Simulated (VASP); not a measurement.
Computed with PBE GGA, VASP's PBE PAW potentials (set 64) (plane waves; VASP 6.6.1).

VASP input:

### POSCAR
```
AgB
2.9340840
  1.0000000000   0.0000000000   0.0000000000
  0.0000000000   1.0000000000   0.0000000000
  0.0000000000   0.0000000000   1.0000000000
Ag B
1 1
Direct
  0.0000000000   0.0000000000   0.0000000000
  0.5000000000   0.5000000000   0.5000000000
```

**KPOINTS**
```
Automatic mesh
0
Gamma
6 6 6
0 0 0
```

**INCAR**
```
! general
SYSTEM =AgB
PREC   =Accurate
ENCUT  =400   ! plane-wave cut-off (eV)
LREAL  =.FALSE.
LASPH  =.TRUE.   ! aspherical one-centre terms

! electronic loop
EDIFF  =1E-6
NELM   =100
ALGO   =Normal   ! blocked Davidson
LMAXMIX=4   ! l cut-off of mixed one-centre charges

! smearing
ISMEAR =0
SIGMA  =0.2   ! width (eV)

! functional
GGA    =PE

! ions
ISIF   =2

! output
LWAVE  =.FALSE.
LCHARG =.FALSE.
```

POTCAR, in this order: Ag B (PBE.64 set). Program: vasp_std.

At this cut-off the stress carries a Pulay error, which pulls relaxed volumes low.

### Question
Estimate the energy per atom (σ→0), pressure, band gap (on the k-mesh).

### Answer

The energy per atom (σ→0) comes out as -3314 meV/atom and the band gap (on the k-mesh) is none (metal, semimetal or under 0.01 eV). The pressure comes out as -31.2 kbar.

### OSZICAR
```
...
DAV:   5    -0.773395485017E+01   -0.12178E-04   -0.12178E-04   497   0.113E-01    0.953E+00
DAV:   6    -0.676334312887E+01    0.97061E+00   -0.85033E+00   457   0.331E+01    0.865E+00
DAV:   7    -0.665535606572E+01    0.10799E+00   -0.49578E-01   443   0.894E+00    0.400E+00
DAV:   8    -0.664496989145E+01    0.10386E-01   -0.28304E-02   458   0.178E+00    0.660E-01
DAV:   9    -0.664285372673E+01    0.21162E-02   -0.62319E-03   467   0.980E-01    0.787E-02
DAV:  10    -0.664285150517E+01    0.22216E-05   -0.32237E-04   482   0.150E-01    0.304E-02
DAV:  11    -0.664285222290E+01   -0.71773E-06   -0.79105E-06   483   0.303E-02
   1 F= -.66428522E+01 E0= -.66283762E+01  d E =-.289521E-01
```

The structure was generated: AgB was put into an ordered model structure, which need not be its known phase. The cell was not relaxed at this level. The k-mesh is coarse (spacing up to 0.36 per Å, 2π included), so the numbers may not be converged in it.
